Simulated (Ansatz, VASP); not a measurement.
## Cross-check of W4S (S/W(110)) between VASP and Ansatz

Aim: how closely do two programs agree when they are given the same cell, functional and k mesh? The cell is taken from a series of runs on this material, whose earlier steps may have relaxed, scaled, displaced or heated it; both programs get it as it stands.

Method: plane waves, with VASP 6.6.1 beside it; single point at PBE, in Ansatz 0.2.0.

**1. The structure**

The cell holds 5 atoms: 4 W and 1 S. Cell: a = 2.737 Å, b = 2.737 Å, c = 25.019 Å, α = 90.0°, β = 90.0°, γ = 70.5°. Vacuum lies along c.

Coordinates:

```
W S
1.0
     2.23446   -1.58000    0.00000
     2.23446    1.58000    0.00000
     0.00000    0.00000   25.01923
W S
4 1
Direct
  0.00000 0.00000 0.31975
  0.50000 0.50000 0.40906
  0.00000 0.00000 0.49919
  0.50000 0.50000 0.59071
  0.00000 0.00000 0.66479
```

**2. VASP: single point, PBE**

A single point gives forces, pressure and levels at one fixed geometry, so differences don't come from the geometry; what else differs is listed under the comparison.

Lines of VASP's logs that name or quote its potential files are left out, and so is its time.

Input file INCAR:

```
SYSTEM = W4S
PREC = Accurate
ENCUT = 520
EDIFF = 1E-06
NELM = 120
ISMEAR = -1
SIGMA = 0.1
LREAL = .FALSE.
ALGO = Normal
GGA = PE
NBANDS = 21
LASPH = .TRUE.
LORBIT = 11
LWAVE = .FALSE.
LCHARG = .FALSE.
ISIF = 2
LDIPOL = .TRUE.
IDIPOL = 3
DIPOL = 0.5 0.5 0.498
LVHAR = .TRUE.
GGA_COMPAT = .FALSE.
NELMDL = -8
KPAR = 2
```

Input file POSCAR:

```
W4S
1.0
    2.2344574285     -1.5800000000      0.0000000000
    2.2344574285      1.5800000000      0.0000000000
    0.0000000000      0.0000000000     25.0192333026
W S
4 1
Direct
    0.0000000000      0.0000000000      0.3197540030
    0.5000005754      0.5000005754      0.4090636942
    0.0000000000      0.0000000000      0.4991934823
    0.5000005754      0.5000005754      0.5907085663
    0.0000000000      0.0000000000      0.6647907012
```

Input file KPOINTS:

```
Automatic mesh
0
Gamma
12 12 1
0 0 0
```

PAW data sets: W and S (PBE family, release 64).

Started as:

```sh
$ mpirun -np 2 vasp_std
```

Numbers of over 12 decimals in the logs are rounded to 6 here.

The program printed:

```text
[banner, memory and clock lines left out]
running    2 mpi-ranks, on    1 nodes
 distrk:  each k-point on    1 cores,    2 groups
 distr:  one band on    1 cores,    1 groups

 POSCAR found type information on POSCAR W S
 POSCAR found :  2 types and       5 ions
 LDA part: xc-table for (Slater+PW92), standard interpolation
 POSCAR, INCAR and KPOINTS ok, starting setup
 FFT: planning ... GRIDC
 FFT: planning ... GRID_SOFT
 FFT: planning ... GRID
 WAVECAR not read
 entering main loop
       N       E                     dE             d eps       ncg     rms          rms(c)
DAV:   1     0.166487399264E+03    0.16649E+03   -0.11799E+04  1814   0.116E+03
DAV:   2    -0.398776107334E+02   -0.20637E+03   -0.19632E+03  2659   0.264E+02
DAV:   3    -0.563176220491E+02   -0.16440E+02   -0.15648E+02  2226   0.714E+01
DAV:   4    -0.572518386822E+02   -0.93422E+00   -0.89125E+00  2922   0.152E+01
DAV:   5    -0.572876284597E+02   -0.35790E-01   -0.35415E-01  2741   0.263E+00
DAV:   6    -0.572889129522E+02   -0.12845E-02   -0.12802E-02  3002   0.415E-01
DAV:   7    -0.572889752247E+02   -0.62273E-04   -0.62156E-04  2788   0.613E-02
DAV:   8    -0.572889796436E+02   -0.44189E-05   -0.44162E-05  2677   0.108E-02    0.406E+01
DAV:   9    -0.582681893731E+02   -0.97921E+00   -0.20640E+01  3050   0.229E+01    0.228E+01
DAV:  10    -0.328802552341E+03   -0.27053E+03   -0.27112E+03  3482   0.161E+02    0.794E+01
DAV:  11    -0.104590935755E+03    0.22421E+03   -0.57709E+02  2818   0.111E+02    0.490E+01
DAV:  12    -0.573983215366E+02    0.47193E+02   -0.12937E+02  2600   0.437E+01    0.248E+01
DAV:  13    -0.564577253992E+02    0.94060E+00   -0.54967E+01  2539   0.320E+01    0.118E+01
DAV:  14    -0.545431015035E+02    0.19146E+01   -0.13666E+01  2927   0.210E+01    0.639E+00
[...]
DAV:  39    -0.541360348599E+02   -0.91688E-05   -0.44778E-06  2219   0.129E-02    0.144E-02
DAV:  40    -0.541360413653E+02   -0.65054E-05   -0.53851E-07  1498   0.398E-03    0.124E-02
DAV:  41    -0.541360513915E+02   -0.10026E-04   -0.30322E-06  2095   0.763E-03    0.888E-03
DAV:  42    -0.541360527916E+02   -0.14001E-05   -0.41583E-07  1327   0.387E-03    0.643E-03
DAV:  43    -0.541360547849E+02   -0.19932E-05   -0.34985E-07  1288   0.341E-03    0.305E-03
DAV:  44    -0.541360560964E+02   -0.13116E-05   -0.11070E-07  1161   0.197E-03    0.299E-03
DAV:  45    -0.541360571377E+02   -0.10412E-05   -0.15646E-07  1200   0.209E-03    0.276E-03
DAV:  46    -0.541360574629E+02   -0.32524E-06   -0.33444E-08  1113   0.118E-03
   1 F= -.54136057E+02 E0= -.54080894E+02  d E =-.110327E+00
```

From OUTCAR (step 2):

```text
ion  position               nearest neighbor table
   1  0.000  0.000  0.320-   2 2.74   2 2.74   2 3.16   2 3.16
   2  0.500  0.500  0.409-   1 2.74   1 2.74   3 2.75   3 2.75   1 3.16   1 3.16   3 3.17   3 3.17

  LATTYP: Found a base centered orthorhombic cell.
 ALAT       =     3.1600000000
 B/A-ratio  =     1.4142135623
 C/A-ratio  =     7.9174788932

 Subroutine GETGRP returns: Found  4 space group operations
 (whereof  4 operations were pure point group operations)

The static configuration has the point symmetry C_2v.

 Found     43 irreducible k-points:

   k-points           NKPTS =     43   k-points in BZ     NKDIM =     43   number of bands    NBANDS=     21

   dimension x,y,z NGX =    20 NGY =   20 NGZ =  192
   dimension x,y,z NGXF=    40 NGYF=   40 NGZF=  384

   ENCUT  =  520.0 eV  38.22 Ry    6.18 a.u.   5.09  5.09 46.52*2*pi/ulx,y,z

   NELECT =      30.0000    total number of electrons

 k-points in reciprocal lattice and weights: Automatic mesh
   0.00000000  0.00000000  0.00000000       0.007
   0.08333333  0.00000000  0.00000000       0.028
   0.16666667  0.00000000  0.00000000       0.028
   0.25000000  0.00000000  0.00000000       0.028
   0.33333333  0.00000000  0.00000000       0.028
   0.41666667  0.00000000  0.00000000       0.028
   0.50000000  0.00000000  0.00000000       0.014
   0.08333333  0.08333333  0.00000000       0.014
   0.16666667  0.08333333  0.00000000       0.028
[...]
-0.41666667  0.41666667  0.00000000       0.014
   0.50000000  0.50000000  0.00000000       0.007

 dipolmoment           0.000000      0.000000     -0.024393 electrons x Angstroem

 average (electrostatic) potential at core
       1 -44.5397       2 -44.6802       3 -44.6851       4 -45.1722       5 -91.8279

 E-fermi :   1.1113

 k-point     1 :       0.0000    0.0000    0.0000
  band No.  band energies     occupation
    ...
     11      -0.7455      2.00000
     12      -0.4273      2.00000
     13      -0.3599      2.00000
     14      -0.2156      2.00000
     15       0.7704      1.93597
     16       1.2437      0.42031
     17       2.0390      0.00019
     18       2.4987      0.00000
     19       2.6237      0.00000
     20       2.8599      0.00000
    ...

 k-point     2 :       0.0833    0.0000    0.0000
  band No.  band energies     occupation
    ...
     12      -0.6059      2.00000
     13      -0.4396      2.00000
     14      -0.0183      1.99998
     15       0.7730      1.93439
     16       1.0758      1.17587
     17       1.7107      0.00498
     18       2.3358      0.00001
     19       2.6440      0.00000
     20       2.7329      0.00000
     21       2.8179      0.00000

 k-point     3 :       0.1667    0.0000    0.0000
  band No.  band energies     occupation
    ...
     12      -0.9430      2.00000
     13      -0.6241      2.00000
     14       0.1166      1.99990
     15       0.6423      1.98180
     16       1.2009      0.57991
     17       1.5989      0.01514
     18       2.0138      0.00024
     19       2.5039      0.00000
     20       2.6756      0.00000
     21       2.7880      0.00000

  Total        2.0766223     -0.2090985     -2.1078000      0.0000000      0.0000000      0.0000000
  in kB       18.8336690     -1.8963934    -19.1164313      0.0000000      0.0000000      0.0000000
  external PRESSURE =      -0.7263852 kB  Pullay stress =       0.0000000 kB

  energy-cutoff  :      520.00
  volume of cell :      176.66
      direct lattice vectors                 reciprocal lattice vectors
     2.234457428 -1.580000000  0.000000000     0.223767969 -0.316455696  0.000000000
     2.234457428  1.580000000  0.000000000     0.223767969  0.316455696  0.000000000
     0.000000000  0.000000000 25.019233303     0.000000000  0.000000000  0.039969250

 POSITION                                       TOTAL-FORCE (eV/Angst)
 -----------------------------------------------------------------------------------
      0.00000      0.00000      8.00000        -0.000000      0.000000      0.628983
      2.23446      0.00000     10.23446         0.000000      0.000000     -0.511105
      0.00000      0.00000     12.48944        -0.000000      0.000000      0.013779
      2.23446      0.00000     14.77908        -0.000000      0.000000     -0.081806
      0.00000      0.00000     16.63255        -0.000000      0.000000     -0.049850
 -----------------------------------------------------------------------------------
    total drift:                               -0.000035     -0.000000     -0.000422

  FREE ENERGIE OF THE ION-ELECTRON SYSTEM (eV)
  ---------------------------------------------------
  free  energy   TOTEN  =       -54.1360574629 eV

  energy  without entropy=      -54.0257304211  energy(sigma->0) =      -54.08089394

 vacuum level on the upper side and lower side of the slab         5.380         6.005

 total charge
# of ion       s       p       d       tot
------------------------------------------
    1        0.677   0.532   4.040   5.248
    2        0.674   0.706   4.162   5.543
    3        0.669   0.687   4.162   5.517
    4        0.642   0.688   4.217   5.546
    5        1.398   2.247   0.000   3.645
--------------------------------------------------
tot          4.060   4.859  16.580  25.499

[... 3 further parts left out ...]
```

**3. Ansatz: single point, PBE**

Ansatz runs on its default PAW (the set named soft_2) files.

The same cell, functional, mesh and smearing now go to Ansatz, which takes its cutoff from its data sets.

Input file input.yaml:

```yaml
crystal:
  lattice:
    - [2.2344574285, -1.58, 0.0]
    - [2.2344574285, 1.58, 0.0]
    - [0.0, 0.0, 25.0192333026]
  atoms:
    - { symbol: W, position: [0.0, 0.0, 0.319754003] }
    - { symbol: W, position: [0.5000005754, 0.5000005754, 0.4090636942] }
    - { symbol: W, position: [0.0, 0.0, 0.4991934823] }
    - { symbol: W, position: [0.5000005754, 0.5000005754, 0.5907085663] }
    - { symbol: S, position: [0.0, 0.0, 0.6647907012] }
kpoints:
  mp_grid: { grid: [12, 12, 1] }
hamiltonian:
  xc: pbe
scf:
  occupations: { method: fermi_dirac, width: 0.1 }
efield:
  axis: 3
  dipole_correction: true
  ramp_width: 0.05
output:
  forces: true
  band_densities: [{ e_range: [-1.5, 0] }, { e_range: [0, 2.0] }]
  write_potential: true
  write_density: true
  volumetric_format: npy
  elf: true
```

Started as:

```sh
$ ansatz run input.yaml --threads 4 --pin off --max-ram 8192MiB --backend cpu --events-out ev --progress --plain --runs-dir out
```

The program printed:

```text
Warning: the atoms were moved onto the symmetric positions of the space group found under crystal.symmetry.tolerance 1.0e-5 (fractional; no operation is sought that the atoms, as they stand in a round, miss by more than twice it, and no atom is moved by as much as it), and the run uses the moved positions. Before a round's move an operation carried an atom to 3.09e-6 Å from where it should land, the largest such dist [...]
Engine: ansatz 0.2.0, aarch64-unknown-linux-gnu
Pseudopotentials: kind: paw
Pseudopotential: W, paw, valence charge 14, recommended cutoff 420 eV (normal), W.paw.azcp
Pseudopotential: S, paw, valence charge 6, recommended cutoff 420 eV (normal), S.paw.azcp
Functional definition: PBE
  parameter kappa = 0.804
  parameter beta = 0.066725
  exchange = pbe_x(kappa = kappa, mu = beta*pi^2/3)
  correlation = pbe_c(beta = beta)
Crystal: 5 atoms, lattice volume = 176.658 Å³
Basis set: ecut = 420 eV, 3521 PW (Γ), exchange–correlation on 40×40×360 points (8 copies of the dense FFT grid, shifted against one another)
Bands: 38, of which v1, the nominal top of the filled ones, is band 31 counted from 1 (30 counted from 0)
Symmetry: 4 space group operations
Space group: Cmm2 (ITA 35), of the structure as read, at distance tolerance 5.6e-5 Å
k-points: 43 of 144
Non-local potential: W, projectors of the file, l = 0: 3, l = 1: 2, l = 2: 2, l = 3: 1
Non-local potential: S, projectors of the file, l = 0: 2, l = 1: 2, l = 2: 2
PAW form: soft (Blöchl's): semilocal exchange-correlation on the pseudo side does not see the compensation charge
PAW one-centre angular grid: W, 590 points (default); XC on 64 Gauss nodes
PAW one-centre angular grid: S, 110 points (default); XC on 64 Gauss nodes
Initial density: superposition of atomic densities (neutral atoms: chi_scale 0, normalization atom), corrected by the library's trained network
Initial wavefunctions: pseudopotential atomic-orbital guess
Functional: x = pbe(κ = 0.804, μ = 0.219515), c = pbe(β = 0.066725)
SCF iter   1: F=—  HF=-42439.360534 eV  |F-HF|=—  |Δ(HF+E_count)|=         —  Δρ=7.79e-3  dr2=3.06e0  ethr=1.77e-3  p=0.031 e·Å  D=3.22e-2 V/Å  ΔV_dip=-0.81 eV  dr2_dipole=1.78e0  V_vac-E_F(+/−)=4.33/5.13 eV  ⟨swp⟩=8.8  Hψ=8342  notcnv=0
efield: sawtooth ramp at fractional position 0.9673 (placed from the atoms, in the widest stretch of the axis that holds none; the zero of the levels goes with the place), width 0.0500; the density the first Hamiltonian is built on has a dipole p = 0.031 e·Å; the dipole correction subtracts the counter field D = 3.22e-2 V/Å, which shifts the + side's vacuum level by -0.81 eV against the − side's; the planar-averaged density in the ramp window peaks in size at 3.6e-5 e/Å³
preconditioner: auto → LDOS  [metal: Δε(μ)=0.026 eV  Ē_g=5.855 eV  σ=0.100 eV  W_gap=0.07  n_scr=18 (ndim 8)  ℏωp=15.3 eV  f_vac=0.509  D(μ)=3.50/eV (n_scr^D=14)  β→1.0]
SCF iter   2: F=—  HF=-42439.315022 eV  |F-HF|=—  |Δ(HF+E_count)|=   4.55e-2  Δρ=2.11e-3  dr2=4.57e-2  ethr=1.77e-3  p=0.023 e·Å  D=2.36e-2 V/Å  ΔV_dip=-0.59 eV  dr2_dipole=1.65e-4  V_vac-E_F(+/−)=4.28/4.87 eV  ⟨swp⟩=1.2  Hψ=1985  notcnv=0
SCF iter   3: F=—  HF=-42439.312888 eV  |F-HF|=—  |Δ(HF+E_count)|=   2.13e-3  Δρ=7.64e-4  dr2=5.00e-3  ethr=7.37e-5  p=0.023 e·Å  D=2.33e-2 V/Å  ΔV_dip=-0.58 eV  dr2_dipole=2.84e-4  V_vac-E_F(+/−)=4.30/4.88 eV  ⟨swp⟩=2.1  Hψ=2001  notcnv=0
SCF iter   4: F=—  HF=-42439.312564 eV  |F-HF|=—  |Δ(HF+E_count)|=   3.25e-4  Δρ=1.19e-4  dr2=6.26e-5  ethr=8.07e-6  p=0.023 e·Å  D=2.37e-2 V/Å  ΔV_dip=-0.59 eV  dr2_dipole=2.22e-5  V_vac-E_F(+/−)=4.29/4.88 eV  ⟨swp⟩=2.1  Hψ=2055  notcnv=0
SCF iter   5: F=—  HF=-42439.312629 eV  |F-HF|=—  |Δ(HF+E_count)|=   6.57e-5  Δρ=4.12e-5  dr2=5.61e-6  ethr=1.01e-7  p=0.023 e·Å  D=2.36e-2 V/Å  ΔV_dip=-0.59 eV  dr2_dipole=8.45e-7  V_vac-E_F(+/−)=4.29/4.88 eV  ⟨swp⟩=3.2  Hψ=3545  notcnv=0
SCF iter   6: F=—  HF=-42439.312630 eV  |F-HF|=—  |Δ(HF+E_count)|=   4.70e-7  Δρ=1.26e-5  dr2=9.84e-7  ethr=9.04e-9  p=0.023 e·Å  D=2.37e-2 V/Å  ΔV_dip=-0.59 eV  dr2_dipole=1.35e-7  V_vac-E_F(+/−)=4.29/4.88 eV  ⟨swp⟩=2.3  Hψ=2675  notcnv=0
SCF iter   7: F=-42439.312630 eV  HF=-42439.312630 eV  |F-HF|=4.67e-8  |Δ(HF+E_count)|=   3.35e-7  Δρ=4.07e-6  dr2=4.96e-8  ethr=1.61e-10  p=0.023 e·Å  D=2.37e-2 V/Å  ΔV_dip=-0.59 eV  dr2_dipole=2.47e-9  V_vac-E_F(+/−)=4.29/4.88 eV  ⟨swp⟩=14.2  Hψ=15975  notcnv=0
SCF 1 converged in 7 iterations: F = -42439.312630 eV  dr2 = 4.96e-8
  greatest PAW one-centre occupation: 1.000 electrons in one spin orbital (limit 2), on the W atom at site 0 (counted from 0), in its partial waves of l = 0
NSCF: frozen V_eff on 43 k-points
efield: sawtooth ramp at fractional position 0.9673 (kept from the solve that this one continues, or follows in the run), width 0.0500; the density the first Hamiltonian is built on has a dipole p = 0.023 e·Å; the dipole correction subtracts the counter field D = 2.37e-2 V/Å, which shifts the + side's vacuum level by -0.59 eV against the − side's; the planar-averaged density in the ramp window peaks in size at 1.5e-6 e/Å³
WARN: The input density's exchange-correlation potential varies sharply where the density is thin. Do not read a vacuum level from v_tot or v_xc, or from such a field of the output density. On a cell that repeats whose density bears no net charge and no dipole along the vacuum's axis use v_es (v_loc + v_h of the components); under efield.dipole_correction with no amplitude use v_es + v_field, which holds any external [...]
SCF converged after 7 iterations
Free energy (F): -42439.312630 eV
Harris-Foulkes:  -42439.312630 eV  (|F-HF|=4.67e-8)
Internal energy: -42439.202648 eV  (E = F + TS)
E sigma→0 (E₀):  -42439.257639 eV
Entropy (-TS):   -0.109982 eV (-21.996 meV/atom)
Fermi energy:    6.566087 eV
Dipole field:    D = 0.023627 V/Å  (p = 0.023067 e·Å, saw-weighted, corrected)
Work function:   Φ+ = 4.2875 eV   Φ− = 4.8786 eV
Levels:          The Fermi level and band energies are counted from a zero that moves with the ramp; work functions are not
--- Per-component energies (eV) ---
  E_band       = -1234.655771
  E_kinetic    = 1905.686948
  E_local      = -76443.802306  (includes V_loc(G=0)·N_el)
  E_nonlocal   = 32.843142
  E_hartree    = 37407.818667
  E_xc         = -1163.332837
  E_vxc        = -1040.635195  (∫ρ·V_xc dr)
  E_paw        = -34850.387452  (= ΣΔE_a)
  E_vpaw       = -505.010370  (= ΣTr[D̂ρ^β])
  E_aug_tail   = -0.000235  (compensation charges beyond the density's cutoff)
  E_efield     = 0.000272  (sawtooth field / dipole correction)
  E_vefield    = 0.633097  (∫n·V_field dr)
  E_ewald      = 30671.971153
  E_smearing   = -0.109982  (= −TS)
  E_closure    = 0.000000  (closes the sum)
  Σ components = -42439.312630   (vs F -42439.312630, Δ=0.00e0)
--- Forces (eV/Å), atoms counted from 1 ---
  atom   1  W     -0.00000000     0.00000000     0.45005819
  atom   2  W      0.00000000    -0.00000000    -0.47778444
  atom   3  W     -0.00000000    -0.00000000     0.02743188
  atom   4  W      0.00000000     0.00000000     0.02265730
  atom   5  S      0.00000000     0.00000000    -0.02237950
  max |Σ_I F_I| component: 1.66e-5 eV/Å
--- Band table (eV; the first three rows and the last of 43) ---
  k-point 0: bands = [... 27 lower, 5.0287, 5.0961, 5.2464, 6.2328, 6.6858, 7.5056, 7.9561, 8.0861, ... 3 higher]
  k-point 1: bands = [... 27 lower, 4.8506, 5.0157, 5.4429, 6.2274, 6.5281, 7.1676, 7.8001, 8.1075, ... 3 higher]
  k-point 2: bands = [... 27 lower, 4.5115, 4.8267, 5.5710, 6.1009, 6.6575, 7.0545, 7.4770, 7.9649, ... 3 higher]
  k-point 42: bands = [... 27 lower, 5.3214, 5.6579, 6.3230, 7.2689, 7.7720, 7.9041, 8.1107, 8.5204, ... 3 higher]
--- Band densities, each state counted as filled ---
  window                                       electrons  max residual (eV)  cut levels
  e_range: [-1.5, 0]                            4.722222             1.2e-6           0
  e_range: [0, 2]                               9.180556             3.1e-6           0
```

**4. Differences**

Known differences besides the potentials themselves: the data sets hold 62 valence electrons in Ansatz (on its default PAW (the set named soft_2) files) and 30 in VASP; the cutoff is 420 eV in Ansatz and 520 eV in VASP. Total energies have different zeros and are not compared.

The two programs side by side:

```tsv
quantity	Ansatz	VASP	difference
work function, lower of the two faces (eV)	4.29	4.27	+0.02
work function, higher of the two faces (eV)	4.88	4.89	-0.02
```

Forces (eV/Å; atoms numbered as in POSCAR):

```tsv
atom	Ansatz x, y, z	VASP x, y, z
W1	0.000, 0.000, 0.450	0.000, 0.000, 0.629
W2	0.000, 0.000, -0.478	0.000, 0.000, -0.511
W3	0.000, 0.000, 0.027	0.000, 0.000, 0.014
W4	0.000, 0.000, 0.023	0.000, 0.000, -0.082
S5	0.000, 0.000, -0.022	0.000, 0.000, -0.050
```

The forces differ by 55 meV/Å r.m.s., which is 26.0 % of the r.m.s. force of 0.211 eV/Å (both taken over all components). With vacuum in the cell, a pressure given here is an average over mostly empty space and none of the material.

**5. Other set-ups**

Further runs change the set-up of one program: Ansatz's method, potentials or start, or VASP's data sets, cutoff or form of LDA. The table gives Ansatz less VASP for each quantity, since a change that brings one quantity closer may part another.

```tsv
run	r.m.s. force difference (meV/Å)	work function, lower of the two faces (eV)	work function, higher of the two faces (eV)
as above	55	0.019	-0.015
VASP with the data sets W_sv and S and a cutoff of 400 eV	8.4	0.030	0.0011
```

**6. Results**

```json
{
  "r.m.s. force difference (single point, PBE)": "26 % of the r.m.s. force"
}
```

What this shows: The r.m.s. force difference is 26 % of the r.m.s. force (single point, PBE), beyond the 3 % picked in this series as the mark of a large difference. The data sets hold unlike numbers of valence electrons (62 in Ansatz and 30 in VASP), so part of the differences comes from the potentials. Single point, PBE, VASP with the data sets W_sv and S and a cutoff of 400 eV: r.m.s. force difference goes from 55 to 8.4 meV/Å; the difference in work function, lower of the two faces goes from 0.019 to 0.030 eV; the difference in work function, higher of the two faces goes from -0.015 to 0.0011 eV. How closely two codes agree says nothing of how well the functional describes the real material.

[Lines on the potential files, build, host, timing and source positions are cut from VASP's logs without a mark.]

[Logs are printed without paths, hosts, clocks, repeated set-up lines and the standing remarks that a program may print on its own settings, such as how far it seeks lower states.]

[Hosts, paths, dates, database ids (printed as entryN), source tags and the programs' standing remarks are cut or masked in the printed files.]
